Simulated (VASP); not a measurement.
All values below come from PBE GGA, VASP's PBE PAW potentials (set 64) (plane waves; VASP).

VASP input:

### KPOINTS
```
Automatic mesh
0
Gamma
9 9 6
0 0 0
```

INCAR:
```
SYSTEM = NiSb
PREC = Accurate
ENCUT = 520
EDIFF = 1E-7
NELM = 100
ALGO = Normal
LREAL = .FALSE.
LASPH = .TRUE.
ISMEAR = 1
SIGMA = 0.1
GGA = PE
LMAXMIX = 4
LWAVE = .FALSE.
LCHARG = .FALSE.
ISIF = 4
IBRION = 2
NSW = 30
EDIFFG = -0.01
```

POSCAR:
```
NiSb
1
    2.0254012102    -3.5080979736     0.0000000000
    2.0254012102     3.5080979736     0.0000000000
    0.0000000000     0.0000000000     5.2664322293
Ni Sb
2 2
Direct
  0.0000000000   0.0000000000   0.5000000000
  0.0000000000   0.0000000000   0.0000000000
  0.3333330000   0.6666670000   0.2500000000
  0.6666670000   0.3333330000   0.7500000000
```

POTCAR, in this order: Ni Sb (PBE.64 set). Program: vasp_std.

What VASP printed:

**OUTCAR**
```
 ion  position               nearest neighbor table
   1  0.000  0.000  0.500-   2 2.63   2 2.63   4 2.68   3 2.68   4 2.68   3 2.68   4 2.68   3 2.68
  LATTYP: Found a hexagonal cell.
 ALAT       =     4.0508025692
 C/A-ratio  =     1.3000960030
 Subroutine PRICEL returns:
 Original cell was already a primitive cell.
 Subroutine GETGRP returns: Found 24 space group operations
The static configuration has the point symmetry D_3d.
 The point group associated with its full space group is D_6h.
The dynamic configuration has the point symmetry D_3d.
 Subroutine INISYM returns: Found 24 space group operations
 Subroutine IBZKPT returns following result:
 Found     48 irreducible k-points:

 Following reciprocal coordinates:
            Coordinates               Weight
  0.000000  0.000000  0.000000      1.000000
  0.111111  0.000000  0.000000      6.000000
  0.222222  0.000000  0.000000      6.000000
  0.333333 -0.000000  0.000000      6.000000
  0.444444  0.000000  0.000000      6.000000
  0.111111  0.111111  0.000000      6.000000
  0.222222  0.111111  0.000000     12.000000
  0.333333  0.111111  0.000000     12.000000
  0.444444  0.111111  0.000000      6.000000
  0.222222  0.222222  0.000000      6.000000
  0.333333  0.222222  0.000000     12.000000
  0.333333  0.333333  0.000000      2.000000
  0.000000  0.000000  0.166667      2.000000
  0.111111  0.000000  0.166667     12.000000
  0.222222  0.000000  0.166667     12.000000
  0.333333 -0.000000  0.166667     12.000000
  0.444444  0.000000  0.166667     12.000000
  0.111111  0.111111  0.166667     12.000000
  0.222222  0.111111  0.166667     24.000000
  0.333333  0.111111  0.166667     24.000000
  0.444444  0.111111  0.166667     12.000000
  0.222222  0.222222  0.166667     12.000000
  0.333333  0.222222  0.166667     24.000000
...
```

OSZICAR:
```
       N       E                     dE             d eps       ncg     rms          rms(c)
DAV:   1     0.166855229445E+03    0.16686E+03   -0.12459E+04  1824   0.159E+03
DAV:   2    -0.121401055631E+02   -0.17900E+03   -0.17390E+03  1839   0.316E+02
DAV:   3    -0.213531377177E+02   -0.92130E+01   -0.88529E+01  2086   0.874E+01
DAV:   4    -0.216295639545E+02   -0.27643E+00   -0.27481E+00  2046   0.142E+01
DAV:   5    -0.216386439396E+02   -0.90800E-02   -0.90747E-02  2224   0.271E+00    0.128E+01
DAV:   6    -0.251105824583E+02   -0.34719E+01   -0.39586E+01  1994   0.112E+02    0.192E+01
DAV:   7    -0.202359562188E+02    0.48746E+01   -0.14391E+01  1994   0.775E+01    0.369E+00
DAV:   8    -0.202834857317E+02   -0.47530E-01   -0.18750E+00  2533   0.131E+01    0.269E+00
DAV:   9    -0.202276111461E+02    0.55875E-01   -0.28303E-01  2049   0.860E+00    0.601E-01
DAV:  10    -0.202281721324E+02   -0.56099E-03   -0.74033E-03  2033   0.953E-01    0.488E-01
DAV:  11    -0.202279824741E+02    0.18966E-03   -0.78474E-04  1992   0.275E-01    0.140E-01
DAV:  12    -0.202278296016E+02    0.15287E-03   -0.55887E-04  2533   0.400E-01    0.429E-02
DAV:  13    -0.202278327499E+02   -0.31483E-05   -0.53573E-05  1935   0.524E-02    0.244E-02
DAV:  14    -0.202278331176E+02   -0.36771E-06   -0.33777E-06  2004   0.196E-02    0.350E-03
DAV:  15    -0.202278326372E+02    0.48038E-06   -0.66784E-07  2019   0.105E-02    0.106E-03
DAV:  16    -0.202278326454E+02   -0.81691E-08   -0.71309E-08  1026   0.417E-03
   1 F= -.20227833E+02 E0= -.20227175E+02  d E =-.202278E+02
       N       E                     dE             d eps       ncg     rms          rms(c)
DAV:   1    -0.202279176820E+02   -0.85045E-04   -0.19719E-03  1887   0.358E-01    0.562E-02
DAV:   2    -0.202278865772E+02    0.31105E-04   -0.12738E-04  2423   0.198E-01    0.434E-02
DAV:   3    -0.202278758124E+02    0.10765E-04   -0.14227E-04  2023   0.222E-01    0.340E-02
DAV:   4    -0.202278593309E+02    0.16481E-04   -0.33622E-05  2307   0.990E-02    0.368E-03
DAV:   5    -0.202278594336E+02   -0.10269E-06   -0.35892E-06  1938   0.243E-02    0.217E-03
DAV:   6    -0.202278594053E+02    0.28289E-07   -0.12417E-07  1057   0.561E-03
   2 F= -.20227859E+02 E0= -.20227211E+02  d E =-.267599E-04
```

File OUTCAR:
```
------------------------ aborting loop because EDIFF is reached ----------------------------------------
  FORCE on cell =-STRESS in cart. coord.  units (eV):
  Direction    XX          YY          ZZ          XY          YZ          ZX
  --------------------------------------------------------------------------------------
  Total       -2.7085477     -2.7085479     -2.7413984     -0.0000000      0.0000000      0.0000000
  in kB      -57.9852847    -57.9852900    -58.6885606     -0.0000000      0.0000000      0.0000000
  external PRESSURE =     -58.2197118 kB  Pullay stress =       0.0000000 kB
  volume of cell :       74.84
      direct lattice vectors                 reciprocal lattice vectors
     2.025943921 -3.509037964 -0.000000000     0.246798539 -0.142489196  0.000000000
     2.025943921  3.509037964  0.000000000     0.246798539  0.142489196  0.000000000
     0.000000000  0.000000000  5.263611078     0.000000000 -0.000000000  0.189983642
 POSITION                                       TOTAL-FORCE (eV/Angst)
 -----------------------------------------------------------------------------------
      2.02594      3.50904      2.63181        -0.000000      0.000000     -0.000000
      2.02594      3.50904      5.26361        -0.000000      0.000000     -0.000000
      2.02594      1.16968      1.31590        -0.000000     -0.000000      0.000000
      2.02594     -1.16968      3.94771         0.000000      0.000000      0.000000
 -----------------------------------------------------------------------------------
    total drift:                                0.000000      0.000000      0.000000
  FREE ENERGIE OF THE ION-ELECTRON SYSTEM (eV)
  ---------------------------------------------------
  free  energy   TOTEN  =       -20.2278594053 eV

  energy  without entropy=      -20.2259144902  energy(sigma->0) =      -20.22721110

 reached required accuracy - stopping structural energy minimisation
```
(Selected blocks of OUTCAR.)

**CONTCAR**
```
NiSb
   1.00000000000000
     2.0259439205666467   -3.5090379644359038   -0.0000000000000000
     2.0259439205666467    3.5090379644359038    0.0000000000000000
     0.0000000000000000    0.0000000000000000    5.2636110775483678
  Ni              Sb
     2     2
Direct
     0.0000000000000000    1.0000000000000000    0.5000000000000000
     0.0000000000000000    1.0000000000000000    1.0000000000000000
     0.3333330000000032    0.6666669999999968    0.2500000000000000
     0.6666669999999968    0.3333330000000032    0.7500000000000000
```

OUTCAR:
```
 val. band max:        8.7312958393   @ k =   0.1111   0.0000   0.0000

 cond. band min:       8.7374852512   @ k =   0.3333  -0.0000   0.1667


 Fermi energy:         8.7364753689

 k-point     1 :       0.0000    0.0000    0.0000
  band No.  band energies     occupation
      1      -3.4974      2.00000
      2       0.5118      2.00000
      3       3.1017      2.00000
      4       5.2764      2.00000
      5       5.2764      2.00000
      6       6.0052      2.00000
      7       6.5555      2.00000
      8       6.5555      2.00000
      9       6.9530      2.00000
     10       6.9530      2.00000
     11       7.6349      2.00000
     12       7.6350      2.00000
     13       8.7735      0.41778
     14       9.3118     -0.00000
     15       9.3118     -0.00000
     16      11.0256      0.00000
     17      11.0256      0.00000
     18      11.8078      0.00000
     19      12.4067      0.00000

 k-point     2 :       0.1111    0.0000    0.0000
  band No.  band energies     occupation
      1      -3.3565      2.00000
      2       0.5032      2.00000
      3       3.2626      2.00000
      4       5.2418      2.00000
      5       5.3046      2.00000
      6       5.9386      2.00000
      7       6.4420      2.00000
      8       6.4971      2.00000
      9       6.8703      2.00000
     10       6.9779      2.00000
     11       7.6273      2.00000
     12       7.6356      2.00000
     13       8.3415      2.00000
     14       8.7313      1.08754
     15       8.8546     -0.07031
     16      10.4120     -0.00000
     17      11.4286      0.00000
     18      12.1934      0.00000
     19      12.9314      0.00000

 k-point     3 :       0.2222    0.0000    0.0000
  band No.  band energies     occupation
      1      -2.9422      2.00000
      2       0.4330      2.00000
      3       3.7351      2.00000
      4       4.9013      2.00000
      5       5.3864      2.00000
      6       5.6624      2.00000
      7       6.2373      2.00000
...
```

Unless said otherwise, spin-orbit coupling is left out, though it shifts the bands of the heavy elements here.

The compound is NiSb in the NiAs type structure. This cell is one point of a volume scan, at 1.06 of the reference volume. Symmetry was kept, so distortions that lower it aren't found. The run is not spin-polarised, so no magnetic state was tried.
